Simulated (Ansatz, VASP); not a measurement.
# Ga13P9O42 (amorphous 59Ga2O3-41P2O5 (mol %)) in two plane-wave programs, part 2 of 2

One calculation is typed for both programs; each brings its own data sets. How far apart do they land? Of the first pair: The structure shown is the start of the Ansatz relaxation below; VASP solves that cell, so the two are compared at the walk's first step.

VASP 6.6.1 and Ansatz 0.2.0.

So far. Step 3 (VASP: single point, PBE, start cell, pair 1): The run ends at a pressure of -0.40 GPa, with forces up to 3.7 eV/Å.

### 5. Ansatz: relaxation, PBE

Level of this step: Ansatz beside VASP: Kohn-Sham DFT, plane waves, PBE (Ansatz).

This run makes the geometry at which the two programs are then compared. The cell compared in this pair holds 1572.90 Å³, against 1504.45 Å³ for the pair before.

The structure compared here is the end of the Ansatz relaxation.

File input.yaml:

```yaml
crystal:
  lattice:
    - [11.45846, 0.0, 0.0]
    - [0.0, 11.45846, 0.0]
    - [0.0, 0.0, 11.45846]
  atoms:
    - { symbol: Ga, position: [0.94636, 0.57109, 0.56067] }
    - { symbol: Ga, position: [0.75142, 0.39916, 0.18327] }
    - { symbol: Ga, position: [0.50589, 0.80942, 0.79156] }
    - { symbol: Ga, position: [0.42987, 0.10167, 0.70808] }
    - { symbol: Ga, position: [0.73535, 0.8971, 0.8342] }
    - { symbol: Ga, position: [0.84889, 0.05031, 0.05133] }
    - { symbol: Ga, position: [0.87766, 0.11891, 0.772] }
    - { symbol: Ga, position: [0.64777, 0.60941, 0.42536] }
    - { symbol: Ga, position: [0.22146, 0.70273, 0.86706] }
    - { symbol: Ga, position: [0.56558, 0.89694, 0.56206] }
    - { symbol: Ga, position: [0.2347, 0.98758, 0.45188] }
    - { symbol: Ga, position: [0.49281, 0.47334, 0.87066] }
    - { symbol: Ga, position: [0.49965, 0.74921, 0.03352] }
    - { symbol: Ga, position: [0.45864, 0.39058, 0.60771] }
    - { symbol: Ga, position: [0.19772, 0.4101, 0.78769] }
    - { symbol: Ga, position: [0.49406, 0.10223, 0.41994] }
    - { symbol: Ga, position: [0.07812, 0.53574, 0.02173] }
    - { symbol: Ga, position: [0.73363, 0.64494, 0.97129] }
    - { symbol: Ga, position: [0.78385, 0.4055, 0.91331] }
    - { symbol: Ga, position: [0.63831, 0.1945, 0.87296] }
    - { symbol: Ga, position: [0.27389, 0.25004, 0.46447] }
    - { symbol: Ga, position: [0.13816, 0.39082, 0.25131] }
    - { symbol: Ga, position: [0.34095, 0.17594, 0.22484] }
    - { symbol: Ga, position: [0.25127, 0.78297, 0.16543] }
    - { symbol: Ga, position: [0.05912, 0.85266, 0.98032] }
    - { symbol: Ga, position: [0.83521, 0.04582, 0.33289] }
    - { symbol: P, position: [0.67781, 0.19594, 0.59536] }
    - { symbol: P, position: [0.22217, 0.52163, 0.49624] }
    - { symbol: P, position: [0.09582, 0.0189, 0.21357] }
    - { symbol: P, position: [0.14475, 0.15242, 0.67487] }
[... 92 atom lines left out ...]
    - { symbol: O, position: [0.56264, 0.49444, 0.69984] }
    - { symbol: O, position: [0.75656, 0.73617, 0.1024] }
    - { symbol: O, position: [0.15572, 0.70876, 0.0337] }
    - { symbol: O, position: [0.58842, 0.12809, 0.01979] }
    - { symbol: O, position: [0.71963, 0.58386, 0.57848] }
    - { symbol: O, position: [0.80189, 0.17189, 0.62964] }
kpoints:
  mp_grid: { grid: [1, 1, 1] }
hamiltonian:
  xc: pbe
  pseudopotentials: { kind: paw, azcp: { folder: soft_1 } }
scf:
  occupations: { method: fermi_dirac, width: 0.05 }
output:
  forces: true
relax:
  f_tol: 0.05
  max_steps: 150
  cell: {}
```

The run is started by

```
$ ansatz run input.yaml --threads 4 --pin off --max-ram 8192MiB --backend cpu --events-out ev --progress --plain --runs-dir out
```

Numbers of over 12 decimals in the logs are rounded to 6 here.

What it wrote:

```text
[...]
Crystal: 128 atoms, lattice volume = 1504.453 Å³
Basis set: ecut = 420 eV, 29423 PW (Γ), exchange–correlation on 160×160×160 points (8 copies of the dense FFT grid, shifted against one another)
Bands: 594, of which v1, the nominal top of the filled ones, is band 466 counted from 1 (465 counted from 0)
Symmetry: 1 space group operations
[...]
k-points: 1
[...]
- { symbol: O, position: [0.603758, 0.499373, 0.339718] }
    - { symbol: O, position: [0.015860, 0.549984, 0.153047] }
    - { symbol: O, position: [0.593281, 0.858432, 0.902786] }
    - { symbol: O, position: [0.213524, 0.100720, 0.721753] }
    - { symbol: O, position: [0.790586, 0.095931, 0.113790] }
    - { symbol: O, position: [1.013924, 0.027675, 0.273785] }
    - { symbol: O, position: [0.153251, 0.883331, 0.176504] }
[...]
- { symbol: O, position: [0.154182, 0.703915, 0.025844] }
    - { symbol: O, position: [0.610133, 0.114109, -0.00458169] }
    - { symbol: O, position: [0.696456, 0.579787, 0.554622] }
    - { symbol: O, position: [0.767936, 0.175377, 0.633523] }
```

### 6. VASP: single point, PBE, relaxed cell, pair 2

The same cell, functional, mesh and smearing now go to VASP, with its own data sets.

File INCAR:

```
SYSTEM = Ga13P9O42
PREC = Accurate
ENCUT = 600
EDIFF = 1E-06
NELM = 120
ISMEAR = -1
SIGMA = 0.05
LREAL = Auto
ALGO = Normal
GGA = PE
NBANDS = 560
LORBIT = 11
LWAVE = .FALSE.
LCHARG = .FALSE.
ISIF = 2
LASPH = .TRUE.
GGA_COMPAT = .FALSE.
EFERMI = MIDGAP
NCORE = 4
```

File POSCAR:

```
Ga13P9O42
1.0
   12.1345510000     -0.1025870000     -0.0784370000
   -0.1025870000     11.5130650000     -0.3737570000
   -0.0784370000     -0.3737570000     11.2721600000
Ga P O
26 18 84
Direct
    0.9373400000      0.5822100000      0.5316900000
    0.7867300000      0.3923800000      0.1551600000
    0.5079800000      0.8289000000      0.7605100000
    0.3703100000      0.1034700000      0.6894000000
    0.7276500000      0.8797400000      0.7995400000
    0.8914100000      0.0449100000      0.9989000000
    0.8569900000      0.1538900000      0.7707300000
    0.6519400000      0.6495100000      0.4147600000
    0.2532800000      0.6799600000      0.8802400000
    0.5821100000      0.9448000000      0.5352500000
    0.3239100000      0.9491500000      0.4402700000
    0.4822800000      0.5174000000      0.8975100000
    0.5096500000      0.7718800000      0.0094100000
    0.4635900000      0.3885400000      0.6350800000
    0.2403900000      0.3890600000      0.8219000000
    0.5379700000      0.1386800000      0.3509900000
    0.0699300000      0.5408900000      0.9929800000
    0.7422600000      0.6529300000      0.9934300000
    0.7330300000      0.4163900000      0.8814100000
    0.5929500000      0.2194300000      0.8795900000
    0.2509500000      0.2793200000      0.5030700000
    0.1420100000      0.3732700000      0.2625900000
    0.3161900000      0.1708500000      0.2396400000
    0.2233800000      0.7417600000      0.1898500000
    0.0772700000      0.8429300000      0.9795000000
    0.8911500000      0.0418300000      0.3670500000
    0.6456300000      0.1983800000      0.6144300000
    0.1915200000      0.5334000000      0.5044100000
    0.1355400000      0.9962000000      0.2598300000
    0.1175700000      0.1805000000      0.6812700000
[... 92 atom lines left out ...]
    0.5388000000      0.5288200000      0.6999000000
    0.7662900000      0.7785800000      0.1016800000
    0.1541800000      0.7039100000      0.0258400000
    0.6101300000      0.1141100000      0.9954200000
    0.6964600000      0.5797900000      0.5546200000
    0.7679400000      0.1753800000      0.6335200000
```

File KPOINTS:

```
Automatic mesh
0
Gamma
1 1 1
0 0 0
```

Potentials, in the order of the species: Ga_d, P and O (PBE family, release 64).

The run is started by

```
$ mpirun -np 16 vasp_gam
```

What it wrote:

```text
[... set-up lines as in an earlier step ...]
 entering main loop
       N       E                     dE             d eps       ncg     rms          rms(c)
DAV:   1     0.282878449464E+05    0.28288E+05   -0.37370E+05  1128   0.305E+03
DAV:   2     0.656122208972E+04   -0.21727E+05   -0.20646E+05  1120   0.958E+02
DAV:   3    -0.581238160109E+02   -0.66193E+04   -0.62051E+04  1544   0.390E+02
DAV:   4    -0.917201517518E+03   -0.85908E+03   -0.84579E+03  1568   0.147E+02
[...]
DAV:  19    -0.837147513581E+03    0.25032E-06   -0.17088E-05  1576   0.211E-02    0.386E-03
DAV:  20    -0.837147515980E+03   -0.23993E-05   -0.30765E-05  1208   0.144E-02    0.311E-03
DAV:  21    -0.837147515660E+03    0.32004E-06   -0.21156E-06   856   0.133E-02
   1 F= -.83714752E+03 E0= -.83714752E+03  d E =-.109176E-09
```

OUTCAR, selected parts (step 6):

```text
  FREE ENERGIE OF THE ION-ELECTRON SYSTEM (eV)
  ---------------------------------------------------
  free  energy   TOTEN  =      -837.1475156602 eV

  energy  without entropy=     -837.1475156601  energy(sigma->0) =     -837.14751566
```

The run ends at a pressure of -0.42 GPa, with forces up to 0.14 eV/Å.

### 7. Comparison

What differs besides the data sets and the points named for the pairs above, as far as they apply: the cutoff is 420 eV in Ansatz and 600 eV in VASP (PREC = Accurate, projectors in real space). Total energies have different zeros and are not compared.

Both answers:

```csv
quantity,Ansatz,VASP,difference
pressure (GPa),0.01,-0.42,+0.43
gap on the k mesh (eV),2.498,2.471,+0.027
```

Forces on 7 of the 128 atoms, those with the largest forces and the largest differences (eV/Å; atoms numbered as in POSCAR):

```
atom          Ansatz x, y, z           VASP x, y, z
 O51   -0.009, -0.010, 0.007  0.122, -0.046, -0.002
 O60   -0.002, -0.005, 0.008   0.071, 0.022, -0.095
 O66   -0.001, 0.003, -0.003  0.112, -0.046, -0.061
 O73   -0.004, 0.002, -0.007    0.003, 0.065, 0.108
 O81    -0.002, 0.009, 0.001   -0.072, 0.043, 0.102
 O92   -0.006, 0.003, -0.003   0.048, 0.069, -0.100
O128  -0.008, -0.004, -0.004  -0.117, 0.020, -0.023
```

The forces differ by 46 meV/Å r.m.s., where the r.m.s. force is 0.007 eV/Å in Ansatz and 0.045 eV/Å in VASP: the atoms lie near their places of rest in Ansatz, so a percentage would say little (all taken over all components). A gap on the mesh is an upper bound, since the band edges may lie between its points.

### 8. Outcome

- r.m.s. force difference (single point, PBE, start cell, pair 1): 5.2 % of the r.m.s. force
- r.m.s. force difference (single point, PBE, relaxed cell, pair 2): 46 meV/Å

The r.m.s. force difference is 46 meV/Å (single point, PBE, relaxed cell, pair 2), beyond the 12 meV/Å picked in this series as the mark of a large difference. What causes the difference of the single point, PBE, start cell, pair 1 pair stays open here. What causes the difference of the single point, PBE, relaxed cell, pair 2 pair stays open here. Such differences can come from data sets, numerical settings and the points named under the comparisons, not from the functional's error against experiment.

[Lines on the potential files, build, host, timing and source positions are cut from VASP's logs without a mark.]

[Logs are printed without paths, hosts, clocks, repeated set-up lines and the standing remarks that a program may print on its own settings, such as how far it seeks lower states.]

[Hosts, paths, dates, database ids (printed as entryN), source tags and the programs' standing remarks are cut or masked in the printed files.]
